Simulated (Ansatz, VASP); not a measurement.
# CoGe3 in VASP and in Ansatz

```xyz
4
Lattice="3.9309 0.0000 0.0000 0.0000 3.9309 0.0000 0.0000 0.0000 3.9309" Properties=species:S:1:pos:R:3 pbc="T T T"
Ge    0.0000    1.9655    1.9655
Ge    1.9655    0.0000    1.9655
Ge    1.9655    1.9655    0.0000
Co    0.0000    0.0000    0.0000
```

Alike in both runs: functional PBEsol; k mesh 6 × 6 × 6; occupations gaussian, width 0.1 eV; no spin polarisation.

Ansatz relaxed the structure, and its values are those at the end. VASP's run is a single point on that final structure, the one shown.

|  | VASP | Ansatz |
| --- | --- | --- |
| version | VASP 6.6.1 | Ansatz 0.2.0 |
| potentials or method | VASP PAW PBE potentials, release 64 (Ge_d, Co) | scalar-relativistic, plane waves, PAW |
| plane-wave cutoff (eV) | 520 | 420 |
| valence electrons in the cell | 51 | 59 |

|  | VASP | Ansatz | Ansatz less VASP |
| --- | --- | --- | --- |
| gap on the k mesh at the Fermi level (eV) | none | none | - |
| pressure (GPa) | 0.3 | 0.2 | -0.11 |

A gap of «none» marks a metal or a gap that the smearing closes. The two sets of potentials don't hold the same shells in valence.

Caveats: the PAW data sets were made with another functional, which shifts forces and pressure a little (VASP). Spin polarisation is off, so any magnetic state and its effect on volume and gap are missing.
